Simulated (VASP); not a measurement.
```yaml
crystal:
  lattice:
    - [3.69525, 0.00000, 0.00000]
    - [0.00000, 3.69525, 0.00000]
    - [0.00000, 0.00000, 3.69525]
  atoms:
    - { symbol: Tl, position: [0.00000, 0.00000, 0.00000] }
    - { symbol: Cl, position: [0.50000, 0.50000, 0.50000] }
```

Level of theory: LDA (Ceperley-Alder, Perdew-Zunger), VASP's LDA PAW potentials (set 64) (plane waves; VASP 6.6.1). Settings: 400 eV cut-off, 8×8×8 Γ-centred mesh, tetrahedra with Blöchl corrections, potentials Tl_d Cl.

Unless said otherwise, spin-orbit coupling is left out, though it shifts the bands of the heavy elements here.

Problem. What does the run give for the energy per atom (σ→0), band gap (on the k-mesh) with the smallest direct gap where there is one?

Solution. 
```yaml
band gap (on the k-mesh): 1.55 eV
smallest direct gap (on the k-mesh): 1.55 eV
energy per atom (σ→0): -3503 meV/atom
```

The absolute energy has meaning only against runs of the same code, potentials and settings.

The structure comes from a computed database's TlCl entry (Pm-3m); how it stands against other phases isn't given here. It was relaxed first, which changed the volume by -11 %.
